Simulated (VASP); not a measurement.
VASP ran on this input.

File KPOINTS:
```
Automatic mesh
0
Gamma
7 7 7
0 0 0
```

**INCAR**
```
SYSTEM = CaS
PREC = Accurate
ENCUT = 480
EDIFF = 1E-6
NELM = 100
ALGO = Normal
LREAL = .FALSE.
LASPH = .TRUE.
ISMEAR = 0
SIGMA = 0.05
GGA = PE
LWAVE = .FALSE.
LCHARG = .FALSE.
IBRION = 2
ISIF = 3
NSW = 60
EDIFFG = -0.01
```

File POSCAR:
```
CaS
1.0
  0.0000000000   2.8450000000   2.8450000000
  2.8450000000   0.0000000000   2.8450000000
  2.8450000000   2.8450000000   0.0000000000
Ca S
1 1
Cartesian
  0.0000000000   0.0000000000   0.0000000000
  2.8450000000   2.8450000000   2.8450000000
```

POTCAR, in this order: Ca_sv S (PBE.64 set). Program: vasp_std.

Problem. Write an equivalent input for Ansatz.

Solution. One equivalent input (not run):
Ansatz 0.2 input:
```yaml
crystal:
  lattice:
    - [0.0000000, 2.8450000, 2.8450000]
    - [2.8450000, 0.0000000, 2.8450000]
    - [2.8450000, 2.8450000, 0.0000000]
  atoms:
    - { symbol: Ca, position: [0.0000000, 0.0000000, 0.0000000] }
    - { symbol: S, position: [0.5000000, 0.5000000, 0.5000000] }
kpoints:
  mp_grid: { grid: [7, 7, 7] }
hamiltonian:
  xc: pbe
  pseudopotentials: { kind: paw }
scf:
  occupations: { method: gaussian, width: 0.05 }
  max_iter: 100
relax:
  max_steps: 60
  f_tol: 0.01
  cell: {}
output: { forces: true, stress: true, eigenvalues: true }
```
The two are equivalent in intent, not identical: each code has its own PAW files, so the cut-off isn't converted (ENCUT is set for VASP's; basis.ecutwfc is left out, and Ansatz then takes the one that its files recommend); Ansatz stops its SCF on the density residual and VASP on the energy change (EDIFF).

The compound is CaS in the rock salt structure. This run relaxes it. Symmetry was kept, so distortions that lower it aren't found.
